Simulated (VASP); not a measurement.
Level of theory: rev-vdW-DF2, VASP's PBE PAW potentials (set 64) (plane waves; VASP).

Input for VASP

POSCAR:
```
Na
1
   -2.1044219602     2.1044219602     2.1044219602
    2.1044219602    -2.1044219602     2.1044219602
    2.1044219602     2.1044219602    -2.1044219602
Na
1
Direct
  0.0000000000   0.0000000000   0.0000000000
```

### INCAR
```
! general
SYSTEM  =Na
PREC    =Accurate
ENCUT   =520
LREAL   =.FALSE.   ! projection in real space or not
LASPH   =.TRUE.

! electronic loop
EDIFF   =1E-7   ! SCF stop (eV)
NELM    =100
ALGO    =Normal   ! blocked Davidson

! smearing
ISMEAR  =1
SIGMA   =0.1

! functional
GGA     =MK
LUSE_VDW=.TRUE.
AGGAC   =0.0
PARAM1  =0.1234568
PARAM2  =0.7114
ZAB_VDW =-1.8867

! ions
ISIF    =2

! output
LWAVE   =.FALSE.
LCHARG  =.FALSE.
```

**KPOINTS**
```
Automatic mesh
0
Gamma
12 12 12
0 0 0
```

POTCAR, in this order: Na_pv (PBE.64 set). Program: vasp_std.

The run wrote:

File OSZICAR:
```
       N       E                     dE             d eps       ncg     rms          rms(c)
DAV:   1     0.217720480373E+02    0.21772E+02   -0.39125E+03  1022   0.835E+02
DAV:   2     0.101678699801E+01   -0.20755E+02   -0.20750E+02  1050   0.137E+02
DAV:   3     0.631473368272E+00   -0.38531E+00   -0.38531E+00  1309   0.271E+01
DAV:   4     0.628237635894E+00   -0.32357E-02   -0.32357E-02  1211   0.222E+00
DAV:   5     0.628198753873E+00   -0.38882E-04   -0.38882E-04  1330   0.204E-01    0.186E-01
DAV:   6     0.628080356272E+00   -0.11840E-03   -0.13273E-03  1092   0.618E-01    0.122E-01
DAV:   7     0.627470952488E+00   -0.60940E-03   -0.24859E-03  1029   0.642E-01    0.305E-02
DAV:   8     0.627432676416E+00   -0.38276E-04   -0.18300E-04  1183   0.270E-01    0.410E-03
DAV:   9     0.627428218977E+00   -0.44574E-05   -0.58114E-06  1071   0.225E-02    0.123E-03
DAV:  10     0.627427834806E+00   -0.38417E-06   -0.90517E-07  1092   0.664E-03    0.252E-04
DAV:  11     0.627427823847E+00   -0.10959E-07   -0.29708E-08  1078   0.109E-03
   1 F= 0.62742782E+00 E0= 0.62768814E+00  d E =-.780953E-03
```

### OUTCAR
```
------------------------ aborting loop because EDIFF is reached ----------------------------------------
  FORCE on cell =-STRESS in cart. coord.  units (eV):
  Direction    XX          YY          ZZ          XY          YZ          ZX
  --------------------------------------------------------------------------------------
  Total       -0.0447441     -0.0447441     -0.0447441      0.0000000     -0.0000000      0.0000000
  in kB       -1.9230365     -1.9230365     -1.9230365      0.0000000     -0.0000000      0.0000000
  external PRESSURE =      -1.9230365 kB  Pullay stress =       0.0000000 kB
  volume of cell :       37.28
      direct lattice vectors                 reciprocal lattice vectors
    -2.104421960  2.104421960  2.104421960     0.000000000  0.237594936  0.237594936
     2.104421960 -2.104421960  2.104421960     0.237594936  0.000000000  0.237594936
     2.104421960  2.104421960 -2.104421960     0.237594936  0.237594936  0.000000000
 POSITION                                       TOTAL-FORCE (eV/Angst)
 -----------------------------------------------------------------------------------
      0.00000      0.00000      0.00000         0.000000      0.000000     -0.000000
 -----------------------------------------------------------------------------------
    total drift:                                0.000000     -0.000000      0.000000
  FREE ENERGIE OF THE ION-ELECTRON SYSTEM (eV)
  ---------------------------------------------------
  free  energy   TOTEN  =         0.6274278238 eV

  energy  without entropy=        0.6282087765  energy(sigma->0) =        0.62768814
```
(Selected blocks of OUTCAR.)

The compound is Na in the bcc structure. This cell is one point of a volume scan, at 1.03 of the reference volume.
